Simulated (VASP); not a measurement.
Consider the following.

```xyz
2
Lattice="2.8029 0.0000 0.0000 0.0000 2.8029 0.0000 0.0000 0.0000 2.8029" Properties=species:S:1:pos:R:3 pbc="T T T"
W      0.0000     0.0000     0.0000
O      1.4015     1.4015     1.4015
```

Method: r2SCAN meta-GGA, VASP's PBE PAW potentials (set 64) (plane waves; VASP 6.6.1). Numerical set-up: 520 eV cut-off, 15×15×15 Γ-centred mesh, tetrahedra with Blöchl corrections, potentials W_sv O.

Task: Give the energies of bands 6 to 13 at the high-symmetry points, in eV from the Fermi level.

Result: 
```tsv
band	Γ	X	M	R
6	-5.61	-10.91	-7.94	-9.87
7	-5.61	-6.59	-7.94	-9.87
8	-5.61	-6.59	-5.14	-9.87
9	-5.42	-4.51	-4.52	2.56
10	-5.42	0.85	-1.89	2.56
11	-2.37	2.39	-0.21	2.56
12	2.31	2.39	-0.21	4.60
13	2.31	2.73	4.39	4.60
```

It has no gap at this level: it comes out as a metal or semimetal.

The structure was generated: WO was put into the CsCl type type (Pm-3m), which need not be its known phase. It was relaxed first, which changed the volume by -15 %.
